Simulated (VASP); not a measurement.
Given:

```
CELL_PARAMETERS angstrom
      3.63205     0.00000     0.00000
     -1.81603     3.14545     0.00000
      0.00000     0.00000    11.43213
ATOMIC_POSITIONS crystal
  Sn 0.33333 0.66667 0.62512
  Sn 0.66667 0.33333 0.12512
  S  0.66667 0.33333 0.75318
  S  0.33333 0.66667 0.25318
  S  0.00000 0.00000 0.99670
  S  0.00000 0.00000 0.49670
```

Calculation: LDA (Ceperley-Alder, Perdew-Zunger), VASP's LDA PAW potentials (set 64) (plane waves; VASP). Run with 400 eV cut-off, 8×8×3 Γ-centred mesh, tetrahedra with Blöchl corrections, potentials Sn_d S.

The cores are frozen, which limits the accuracy of field gradients.

Task: Give the principal components of the electric field gradient (V/Å²) and the asymmetry η at each nucleus.

Result: 
```json
[
 {"atom": "Sn1", "Vxx": "-5.9", "Vyy": "-5.9", "Vzz": "11.7", "η": "0.00"},
 {"atom": "Sn2", "Vxx": "-5.9", "Vyy": "-5.9", "Vzz": "11.7", "η": "0.00"},
 {"atom": "S3", "Vxx": "21.9", "Vyy": "21.9", "Vzz": "-43.8", "η": "0.00"},
 {"atom": "S4", "Vxx": "21.9", "Vyy": "21.9", "Vzz": "-43.8", "η": "0.00"},
 {"atom": "S5", "Vxx": "22.2", "Vyy": "22.2", "Vzz": "-44.5", "η": "0.00"},
 {"atom": "S6", "Vxx": "22.2", "Vyy": "22.2", "Vzz": "-44.5", "η": "0.00"}
]
```

The structure comes from a computed database's SnS2 entry (P6_3mc); how it stands against other phases isn't given here. It was relaxed first, which changed the volume by -10 %.
